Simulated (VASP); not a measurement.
Given:

```
InP
1.0
    0.00000     2.96334     2.96334
    2.96334     0.00000     2.96334
    2.96334     2.96334     0.00000
In P
1 1
Direct
  0.00000   0.00000   0.00000
  0.25000   0.25000   0.25000
```

Calculation: rev-vdW-DF2, VASP's PBE PAW potentials (set 64) (plane waves; VASP). Run with 520 eV cut-off, 8×8×8 Γ-centred mesh, Gaussian smearing of 0.050 eV, potentials In_d P.

### Question
The job: InP (zinc blende), 2 atoms, rev-vdW-DF2, static run, 520 eV, 8×8×8 Γ-centred mesh. Roughly how much core time does it take on a busy server core?

### Answer
About 50 core-seconds (one run on a shared machine, a rough figure). It had 29 irreducible k-points, 13 bands, up to 1424 plane waves and 13 electronic steps.

The compound is InP in the zinc blende structure. It was relaxed first.
